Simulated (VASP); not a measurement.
A run of VASP 6.6.1:

Contents of INCAR:

```
ALGO     = Normal         # electronic algorithm
EDIFF    = 1E-7           # SCF threshold, eV
EDIFFG   = -0.002         # ionic threshold
ENCUT    = 520            # plane-wave cutoff, eV
GGA      = PE             # functional
IBRION   = 2              # ionic algorithm
ISIF     = 3              # what is computed and relaxed
ISMEAR   = 0              # smearing method
LASPH    = True           # aspherical terms in the spheres
LCHARG   = False          # write CHGCAR
LREAL    = False          # projectors in reciprocal space
LWAVE    = False          # write WAVECAR
NELM     = 100            # most SCF steps
NSW      = 80             # ionic steps
PREC     = Accurate       # precision mode
SIGMA    = 0.02           # smearing width, eV
```

KPOINTS

```
k-points
0
Gamma
  4 4 4
```

POSCAR

```
GaN                                     
1.0
    0.0000000000      2.2741259470      2.2741259470
    2.2741259470     -0.0000000000      2.2741259470
    2.2741259470      2.2741259470      0.0000000000
  Ga              N             
     1     1
Direct
     0.0000000000000000    0.0000000000000000    0.0000000000000000
     0.7500000000000000    0.7500000000000000    0.7500000000000000
```

Potentials or basis: VASP PAW PBE potentials, release 64 (Ga_d, N).

Command:

```sh
$ cat potpaw_PBE.64/Ga_d/POTCAR potpaw_PBE.64/N/POTCAR > POTCAR
$ mpirun -np 1 vasp_std > vasp.out
```

Hardware: 1 thread of Intel(R) Xeon(R) 6975P-C (Granite Rapids), on a shared host.

Q: How long does it take, and how much memory?

A: It took 2.7 s on 1 thread of Intel(R) Xeon(R) 6975P-C (Granite Rapids) (shared host), peak memory 0.13 GiB. Counts: scf iterations 14, k points 8, ion steps 1.
